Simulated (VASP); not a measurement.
# BeOsF (P-6m2) in VASP: notebook

The runs below take BeOsF through relaxation of cell and atoms, with PBE, RPBE.

Program: VASP 6.6.1. These are calculated values, not measurements. Logs are shortened: lines on timing, memory, paths and dates and some standing lists are left out, and cuts for length are marked.

## Step 1: The structure

It takes space group P-6m2 (No. 187, hexagonal). The conventional cell has a = 3.476 Å, b = 3.476 Å, c = 3.484 Å, α = 90.00°, β = 90.00°, γ = 120.00°. Around Be (site symmetry -6m2) lie 3 Os at 2.01 Å. Around Os (site symmetry -6m2) lie 3 Be at 2.01 Å. Around F (site symmetry -6m2) lie 6 Be at 2.66 Å and 6 Os at 2.66 Å.

The cell was built by a generator and needn't be a form met in nature.

## Step 2: Relaxation of cell and atoms, PBE

Contents of INCAR:

```
SYSTEM = BeOsF
  ALGO = Fast
  EDIFF = 1E-6
  EDIFFG = -0.01
  ENCUT = 600
  GGA = PE
  IBRION = 2
  ISIF = 3
  ISMEAR = 0
  LASPH = .True.
  LCHARG = .False.
  LREAL = .False.
  LWAVE = .False.
  NELM = 80
  NSW = 40
  PREC = Accurate
  SIGMA = 0.05
```

Contents of KPOINTS:

```
k-points
0
Gamma
  9 9 8
  0 0 0
```

Contents of POSCAR:

```
BeOsF
1.0
    3.4755500200      0.0000000000      0.0000000000
   -1.7377750100      3.0099146100      0.0000000000
    0.0000000000      0.0000000000      3.4842265700
Be Os F
1 1 1
Direct
    0.3333333300      0.6666666700      0.5000000000
    0.0000000000      0.0000000000      0.5000000000
    0.6666666700      0.3333333300      0.0000000000
```

Potentials or basis: VASP PAW PBE potentials, release 64 (Be, Os, F).

Run with:

```
> cat potpaw_PBE.64/Be/POTCAR potpaw_PBE.64/Os/POTCAR potpaw_PBE.64/F/POTCAR > POTCAR
> mpirun -np 1 vasp_std > vasp.out
```

OUTCAR:

```text
SYSTEM = BeOsF
   EDIFF = 1E-6
   EDIFFG = -0.01
   ENCUT = 600
   GGA = PE
   IBRION = 2
   ISIF = 3
   ISMEAR = 0
   LASPH = .True.
   LREAL = .False.
   NELM = 80
   NSW = 40
   PREC = Accurate

 ion  position               nearest neighbor table
   1  0.333  0.667  0.500-   2 2.01   2 2.01   2 2.01
   2  0.000  0.000  0.500-   1 2.01   1 2.01   1 2.01
   3  0.667  0.333  0.000-

  LATTYP: Found a hexagonal cell.
 ALAT       =     3.4755500200
 C/A-ratio  =     1.0024964538

  Lattice vectors:

 A1 = (   3.4755500200,   0.0000000000,   0.0000000000)
 A2 = (  -1.7377750100,   3.0099146100,   0.0000000000)
 A3 = (   0.0000000000,   0.0000000000,   3.4842265700)

Analysis of symmetry for initial positions (statically):
=====================================================================
 Subroutine PRICEL returns:
 Original cell was already a primitive cell.

 Routine SETGRP: Setting up the symmetry group for a
 hexagonal supercell.

 Subroutine GETGRP returns: Found 12 space group operations
 (whereof 12 operations were pure point group operations)
 out of a pool of 24 trial point group operations.

The static configuration has the point symmetry D_3h.

Analysis of symmetry for dynamics (positions and initial velocities):
=====================================================================
 Subroutine PRICEL returns:
 Original cell was already a primitive cell.

 Routine SETGRP: Setting up the symmetry group for a
 hexagonal supercell.

 Subroutine GETGRP returns: Found 12 space group operations
 (whereof 12 operations were pure point group operations)
 out of a pool of 24 trial point group operations.

The dynamic configuration has the point symmetry D_3h.

 Subroutine INISYM returns: Found 12 space group operations
 (whereof 12 operations are pure point group operations),
 and found     1 'primitive' translations

----------------------------------------------------------------------------------------

                                     Primitive cell

  volume of cell :      36.4489

  direct lattice vectors                    reciprocal lattice vectors
     3.475550020  0.000000000  0.000000000     0.287724243  0.166117669  0.000000000
    -1.737775010  3.009914610  0.000000000     0.000000000  0.332235339  0.000000000
     0.000000000  0.000000000  3.484226570     0.000000000  0.000000000  0.287007742

  length of vectors
     3.475550020  3.475550020  3.484226570     0.332235339  0.332235339  0.287007742

  position of ions in fractional coordinates (direct lattice)
     0.333333330  0.666666670  0.500000000
     0.000000000  0.000000000  0.500000000
     0.666666670  0.333333330  0.000000000

  ion indices of the primitive-cell ions
   primitive index   ion index
[... 114 lines left out ...]
   NGX = 13   NGY = 13   NGZ = 13

--------------------------------------- Ionic step        1  -------------------------------------------

 number of electron      16.9999999 magnetization

 Free energy of the ion-electron system (eV)
  ---------------------------------------------------
  ext. energy  EPLUGINS =         0.00000000
  ---------------------------------------------------
  free energy    TOTEN  =       -12.79470209 eV

  energy without entropy =      -12.78673467  energy(sigma->0) =      -12.79071838

------------------------ aborting loop because EDIFF is reached ----------------------------------------

  FORCE on cell =-STRESS in cart. coord.  units (eV):
  Direction    XX          YY          ZZ          XY          YZ          ZX
  --------------------------------------------------------------------------------------
  -------------------------------------------------------------------------------------
  Total        7.5623007      7.5623007     -1.0656818      0.0000000      0.0000000     -0.0000000
  in kB      332.4148508    332.4148509    -46.8440065      0.0000000      0.0000000     -0.0000000
  external PRESSURE =     205.9952318 kB  Pullay stress =       0.0000000 kB
[... 92 lines left out ...]
  FREE ENERGIE OF THE ION-ELECTRON SYSTEM (eV)
  ---------------------------------------------------
  free  energy   TOTEN  =       -13.4654524207 eV

  energy  without entropy=      -13.4538933976  energy(sigma->0) =      -13.45967291

 E-fermi :   2.9212     XC(G=0): -10.7083

 val. band max:        2.9201512495   @ k =   0.3333   0.1111   0.3750
 cond. band min:       2.9327726970   @ k =   0.4444   0.1111   0.3750
 fundamental gap:      0.0126214474
 Fermi energy:         2.9211873457

 k-point     1 :       0.0000    0.0000    0.0000
  band No.  band energies     occupation
      1     -19.6907      2.00000
      2      -1.9481      2.00000
      3      -1.7437      2.00000
      4      -1.7437      2.00000
      5      -0.8171      2.00000
      6       0.5148      2.00000
      7       1.7319      2.00000
      8       1.7319      2.00000
      9       3.3044      0.00000
     10       3.3044      0.00000
     11      10.3845      0.00000
     12      10.4667      0.00000
[... 333 lines left out ...]
      1     -19.6148      2.00000
      2      -2.5839      2.00000
      3      -2.2707      2.00000
      4      -1.1887      2.00000
      5       0.9235      2.00000
      6       1.2697      2.00000
      7       2.5579      2.00000
      8       2.6999      2.00000
      9       3.1281      0.00000
     10       3.1311      0.00000
     11       5.3663      0.00000
     12       6.4002      0.00000

 [... further k-points ...]

[... ionic steps 4 to 10 ...]

--------------------------------------- Ionic step       11  -------------------------------------------

 number of electron      16.9999997 magnetization

------------------------ aborting loop because EDIFF is reached ----------------------------------------
[... 69 lines left out ...]
--------------------------------------- Ionic step       13  -------------------------------------------

 number of electron      16.9999997 magnetization

 Free energy of the ion-electron system (eV)
  ---------------------------------------------------
  ext. energy  EPLUGINS =         0.00000000
  ---------------------------------------------------
  free energy    TOTEN  =       -15.31922242 eV

  energy without entropy =      -15.31313555  energy(sigma->0) =      -15.31617899

 E-fermi :   4.5319     XC(G=0): -11.5686

 val. band max:        4.5269437835   @ k =   0.3333   0.2222   0.3750
 cond. band min:       4.5371552333   @ k =   0.2222   0.2222   0.5000
 fundamental gap:      0.0102114498
 Fermi energy:         4.5318630296

 k-point     1 :       0.0000    0.0000    0.0000
  band No.  band energies     occupation
      1     -18.4943      2.00000
      2      -1.7111      2.00000
      3      -1.2222      2.00000
      4      -1.2222      2.00000
      5       0.0291      2.00000
      6       2.0696      2.00000
      7       3.3771      2.00000
      8       3.3771      2.00000
      9       6.5974      0.00000
     10       6.5974      0.00000
     11      10.1552      0.00000
     12      10.1552      0.00000
[... 375 lines left out ...]
  FREE ENERGIE OF THE ION-ELECTRON SYSTEM (eV)
  ---------------------------------------------------
  free  energy   TOTEN  =       -15.3192224228 eV

  energy  without entropy=      -15.3131355511  energy(sigma->0) =      -15.31617899

 reached required accuracy - stopping structural energy minimisation
```

Run time: 8.7 min. Hardware: 1 thread of AMD EPYC, shared host; peak memory 0.17 GiB.

Results:

- Free energy: -15.3192 eV
- Relaxed volume: 11.74 Å³/atom
- Relaxed cell: a = 4.060 Å, b = 4.060 Å, c = 2.466 Å, α = 90.00°, β = 90.00°, γ = 120.00°
- Space group after relaxing (to 0.05 Å): P-6m2 (No. 187)
- Energy gained by relaxing: 841.5 meV/atom
- Ionic steps: 13
- Pressure after relaxing: 0.0 GPa
- Band gap on the k mesh: none (metal or under the smearing width)

Step by step:
```tsv
step	energy change (eV)	largest force (eV/Å)	pressure (GPa)	volume (Å³)
1	0.0000	0.0000	20.60	36.45
2	-0.6463	0.0000	-10.35	45.07
3	-0.6708	0.0000	-6.38	43.29
4	-1.0955	0.0000	-7.93	41.42
5	-2.4915	0.0000	3.95	34.57
6	-2.3821	0.0000	-6.01	36.73
7	-2.5214	0.0000	-1.10	35.41
8	-2.5245	0.0000	-0.10	35.23
9	-2.5222	0.0000	0.99	35.03
10	-2.5208	0.0000	-1.83	35.58
11	-2.5244	0.0000	-0.26	35.27
12	-2.5245	0.0000	0.22	35.16
13	-2.5245	0.0000	0.02	35.21
```

Final structure:
```
CELL_PARAMETERS angstrom
4.06001 0.00000 0.00000
-2.03000 3.51607 0.00000
0.00000 0.00000 2.46628
ATOMIC_POSITIONS crystal
Be 0.33333 0.66667 0.50000
Os 0.00000 0.00000 0.50000
F 0.66667 0.33333 0.00000
```

Caveat: an odd number of electrons without spin polarisation forces a metal; a magnetic or distorted state may lie lower. The run has no spin-orbit coupling, so splittings on Os are missing.

## Step 3: Relaxation of cell and atoms, RPBE

Contents of INCAR:

```
SYSTEM = BeOsF
PREC = Accurate
ENCUT = 600
EDIFF = 1E-6
ISMEAR = 0
SIGMA = 0.05
LREAL = .False.
LASPH = .True.
NELM = 80
ALGO = Normal
ISIF = 3
LWAVE = .False.
LCHARG = .False.
GGA = RP
IBRION = 2
NSW = 60
EDIFFG = -0.01
```

Contents of KPOINTS:

```
regular mesh
0
Gamma
  9 9 8
  0 0 0
```

POSCAR is that of step 2.

Potentials or basis: VASP PAW PBE potentials, release 64 (Be, Os, F).

Run with:

```
> cat potpaw_PBE.64/Be/POTCAR potpaw_PBE.64/Os/POTCAR potpaw_PBE.64/F/POTCAR > POTCAR
> mpirun -np 1 vasp_std > vasp.out
```

Run time: 8.2 min. Hardware: 1 thread of AMD EPYC, shared host; peak memory 0.17 GiB.

Results (log left out):

* Free energy: -14.1258 eV
* Relaxed volume: 12.00 Å³/atom
* Relaxed cell: a = 4.093 Å, b = 4.093 Å, c = 2.482 Å, α = 90.00°, β = 90.00°, γ = 120.00°
* Space group after relaxing (to 0.05 Å): P-6m2 (No. 187)
* Energy gained by relaxing: 847.2 meV/atom
* Ionic steps: 13
* Pressure after relaxing: 0.0 GPa
* Band gap on the k mesh: none (metal or under the smearing width)

Step by step:
| step | energy change (eV) | largest force (eV/Å) | pressure (GPa) | volume (Å³) |
| --- | --- | --- | --- | --- |
| 1 | 0.0000 | 0.0000 | 24.37 | 36.45 |
| 2 | -0.7293 | 0.0000 | -9.73 | 46.82 |
| 3 | -0.7778 | 0.0000 | -4.68 | 44.19 |
| 4 | -1.0760 | 0.0000 | -5.93 | 42.60 |
| 5 | -2.4382 | 0.0000 | -3.79 | 37.01 |
| 6 | 45.5418 | 0.0000 | 606.93 | 21.87 |
| 7 | -2.4652 | 0.0000 | -3.15 | 36.80 |
| 8 | -2.5328 | 0.0000 | 3.09 | 35.37 |
| 9 | -2.5393 | 0.0000 | 1.08 | 35.73 |
| 10 | -2.5388 | 0.0000 | -1.64 | 36.43 |
| 11 | -2.5414 | 0.0000 | -0.22 | 36.06 |
| 12 | -2.5414 | 0.0000 | 0.24 | 35.96 |
| 13 | -2.5415 | 0.0000 | 0.02 | 36.01 |

Final structure:
```cif
data_structure
_symmetry_space_group_name_H-M 'P 1'
_symmetry_Int_Tables_number 1
_cell_length_a 4.0933
_cell_length_b 4.0933
_cell_length_c 2.4818
_cell_angle_alpha 90.000
_cell_angle_beta 90.000
_cell_angle_gamma 120.000
_cell_volume 36.01
loop_
_atom_site_label
_atom_site_type_symbol
_atom_site_fract_x
_atom_site_fract_y
_atom_site_fract_z
_atom_site_occupancy
Be1 Be 0.33333 0.66667 0.50000 1
Os1 Os 0.00000 0.00000 0.50000 1
F1 F 0.66667 0.33333 0.00000 1
```

Levels at points of the mesh, in eV from the Fermi level:
| k point | band 5 | band 6 | band 7 | band 8 | band 9 | band 10 | band 11 | band 12 |
| --- | --- | --- | --- | --- | --- | --- | --- | --- |
| (0.00, 0.00, 0.00) | -4.42 | -2.36 | -1.12 | -1.12 | 2.01 | 2.01 | 5.54 | 5.54 |
| (0.00, 0.00, 0.50) | -2.11 | -2.11 | -1.16 | -1.16 | -0.24 | -0.19 | 7.55 | 9.28 |

Caveat: the PAW data sets were made with another functional, which shifts forces and pressure a little; an odd number of electrons without spin polarisation forces a metal; a magnetic or distorted state may lie lower. The run has no spin-orbit coupling, so splittings on Os are missing.
